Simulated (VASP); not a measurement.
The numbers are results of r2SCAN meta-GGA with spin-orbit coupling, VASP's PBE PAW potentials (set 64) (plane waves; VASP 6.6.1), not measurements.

VASP ran on this input.

File POSCAR:
```
NiGe
1
    2.9336281246     0.0000000000     0.0000000000
    0.0000000000     2.9336281246     0.0000000000
    0.0000000000     0.0000000000     2.9336281246
Ni Ge
1 1
Direct
  0.0000000000   0.0000000000   0.0000000000
  0.5000000000   0.5000000000   0.5000000000
```

File KPOINTS_OPT:
```
k-points along high-symmetry lines
8
Line-mode
Reciprocal
  0.000000   0.000000   0.000000 ! GAMMA
  0.000000   0.500000   0.000000 ! X

  0.000000   0.500000   0.000000 ! X
  0.500000   0.500000   0.000000 ! M

  0.500000   0.500000   0.000000 ! M
  0.000000   0.000000   0.000000 ! GAMMA

  0.000000   0.000000   0.000000 ! GAMMA
  0.500000   0.500000   0.500000 ! R

  0.500000   0.500000   0.500000 ! R
  0.000000   0.500000   0.000000 ! X

  0.500000   0.500000   0.500000 ! R
  0.500000   0.500000   0.000000 ! M
```

**INCAR**
```
ALGO = Normal
EDIFF = 1E-6
ENCUT = 400
GGA_COMPAT = .False.
ISMEAR = 0
LASPH = .True.
LCHARG = .False.
LMAXMIX = 4
LMIXTAU = .True.
LREAL = .False.
LSORBIT = .True.
LWAVE = .False.
MAGMOM = 0 0 0 0 0 0
METAGGA = R2SCAN
NELM = 100
PREC = Accurate
SIGMA = 0.05
SYSTEM = NiGe
```

File KPOINTS:
```
Automatic mesh
0
Gamma
11 11 11
0 0 0
```

POTCAR, in this order: Ni Ge_d (PBE.64 set). Program: vasp_ncl.

Q: Estimate the energy per atom (σ→0), band gap (over mesh and band path).

A: 
```yaml
energy per atom (σ→0): -12.894 eV/atom
band gap (over mesh and band path): none (metal, semimetal or under 0.01 eV)
```

File OSZICAR:
```
...
DAV:  10    -0.257890832036E+02   -0.62405E-02   -0.12324E-02  4456   0.174E+00    0.153E-01
DAV:  11    -0.257891562579E+02   -0.73054E-04   -0.13289E-03  3816   0.505E-01    0.694E-02
DAV:  12    -0.257891616976E+02   -0.54397E-05   -0.12075E-04  4816   0.168E-01    0.201E-02
DAV:  13    -0.257891811223E+02   -0.19425E-04   -0.24793E-05  3336   0.475E-02    0.723E-03
DAV:  14    -0.257891777215E+02    0.34009E-05   -0.14328E-06  3688   0.178E-02    0.254E-03
DAV:  15    -0.257891770228E+02    0.69862E-06   -0.27653E-07  2240   0.623E-03
   1 F= -.25789177E+02 E0= -.25788571E+02  d E =-.121246E-02  mag=     0.0000     0.0000    -0.0000
       N       E                     dE             ncg
```

The structure was generated: NiGe was put into the CsCl type (Pm-3m), which need not be its known phase. It was relaxed first, which changed the volume by +6 %.
